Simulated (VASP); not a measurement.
A run of VASP 6.6.1 is set up as follows.

File INCAR:

```
SYSTEM = CsTaS2
  ALGO = Fast
  EDIFF = 1E-6
  EDIFFG = -0.02
  ENCUT = 600
  IBRION = 2
  ISIF = 3
  ISMEAR = -1
  LASPH = .TRUE.
  LCHARG = .FALSE.
  LREAL = .FALSE.
  LWAVE = .FALSE.
  NELM = 80
  NSW = 60
  PREC = Accurate
  SIGMA = 0.05
```

KPOINTS

```
k-points
0
G
  7 7 3
  0 0 0
```

File POSCAR:

```
CsTaS2
1.0
    3.5423800000      0.0000000000      0.0000000000
   -1.7711900000      3.0677900000      0.0000000000
    0.0000000000      0.0000000000      8.2684800000
Cs Ta S
1 1 2
Direct
    0.0000000000      0.0000000000      0.5000000000
    0.3333300000      0.6666700000      0.0000000000
    0.6666700000      0.3333300000      0.1817700000
    0.6666700000      0.3333300000      0.8182300000
```

Potentials or basis: VASP PAW LDA potentials, release 64 (Cs_sv, Ta_pv, S).

Run with:

```bash
$ cat potpaw_LDA.64/Cs_sv/POTCAR potpaw_LDA.64/Ta_pv/POTCAR potpaw_LDA.64/S/POTCAR > POTCAR
$ mpirun -np 1 vasp_std > vasp.out
```

Problem. Predict the relaxed cell.

Solution. a = 3.463 Å, b = 3.463 Å, c = 8.089 Å, α = 90.00°, β = 90.00°, γ = 120.00°.

Problem. What does it give for the band gap on the k mesh?

Solution. 0.21 eV, indirect (least direct gap 0.86 eV).

Forces on the atoms (eV/Å):
```
Cs   0.000  0.000  0.000
Ta   0.000  0.000  0.000
S    0.000  0.000  0.004
S    0.000  0.000 -0.004
```

Caveat: spin-orbit coupling is left out, which moves the levels of the heavy elements; an odd mesh through Γ misses points on the zone boundary, where band edges often lie.
